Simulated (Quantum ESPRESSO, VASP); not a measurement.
## Code comparison for Cu4MgSn (F-43m, 6 atoms in the cell)

Self-consistent single point.

```
CELL_PARAMETERS angstrom
      0.00000     3.45038     3.45038
      3.45038     0.00000     3.45038
      3.45038     3.45038     0.00000
ATOMIC_POSITIONS crystal
  Mg 0.75000 0.75000 0.75000
  Cu 0.87350 0.37550 0.37550
  Cu 0.37550 0.37550 0.87350
  Cu 0.37550 0.87350 0.37550
  Cu 0.37550 0.37550 0.37550
  Sn 0.00000 0.00000 0.00000
```

Shared settings, as Quantum ESPRESSO writes them: occupations = smearing; smearing = fd; degauss = 0.0073499 Ry; K_POINTS = automatic 2 2 2 0 0 0. Potentials and cutoffs stand in the table.

```csv
code,model,pressure (GPa),largest force (eV/Å),cutoff
VASP,"PBEsol, VASP's PBE PAW potentials (set 64)",3.61,0.185,300 eV
Quantum ESPRESSO,"PBEsol, GBRV 1.5 ultrasoft (PBESOL) pseudopotentials",3.72,0.181,50 Ry
```

On VASP's run: spin polarisation is off.

The spread over the programs that give each value: pressure within 0.11 GPa; largest force within 0.004 eV/Å.

On the base mesh (9 9 9 0 0 0) the same programs gave: Quantum ESPRESSO pressure 2.22 GPa; VASP pressure 2.01 GPa.

The values differ from the base mesh's, so the mesh still matters here: the table compares the programs at equal settings.

VASP's run is marked for a possible Pulay error in its stress at this cutoff; no cutoff test was made.

The starting cell comes from a database of computed structures (which also holds hypothetical and non-ambient phases and stackings), without a prior relaxation at this level. Its lattice was rescaled by a random factor within 2.5 % of one.

Left out of this page: Ansatz, GPAW and SIESTA (not drawn, or without a comparable value); ABINIT (with a known weakness of the program); FLEUR (failed or unconverged).
